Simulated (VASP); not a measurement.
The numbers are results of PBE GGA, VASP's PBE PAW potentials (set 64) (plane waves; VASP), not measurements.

Input for VASP

POSCAR:
```
Pd
1.0
  0.0000000000   1.9839000000   1.9839000000
  1.9839000000   0.0000000000   1.9839000000
  1.9839000000   1.9839000000   0.0000000000
Pd
1
Cart
  0.0000000000   0.0000000000   0.0000000000
```

INCAR:
```
EDIFF=1E-6   ! SCF stop (eV)
ISYM=-1
NELM=100
LREAL=.FALSE.   ! projection in real space or not
PREC=Accurate
ENCUT=400
LWAVE=.FALSE.
ISIF=2   ! forces and stress, cell fixed
ALGO=Normal   ! blocked Davidson
SIGMA=0.1
GGA=PE   ! PBE
ISMEAR=1   ! Methfessel-Paxton
LCHARG=.FALSE.
LASPH=.TRUE.   ! aspherical one-centre terms
SYSTEM=Pd
LMAXMIX=4   ! l cut-off of mixed one-centre charges
```

File KPOINTS:
```
Automatic mesh
0
Gamma
14 14 14
0 0 0
```

POTCAR, in this order: Pd (PBE.64 set). Program: vasp_std.

### Question
What will the output report for the number of irreducible k-points (NKPTS), number of bands (NBANDS), largest plane-wave count, FFT grid (NGX, NGY, NGZ)?

### Answer

```yaml
number of irreducible k-points (NKPTS): 2744
number of bands (NBANDS): 9
largest_plane_wave_count: 296
FFT grid (NGX, NGY, NGZ): 18 × 18 × 18
```

The compound is Pd in the fcc structure. The cell was not relaxed at this level. The run is one of a series of settings (ISYM = -1 against the base run), some of them coarse on purpose.
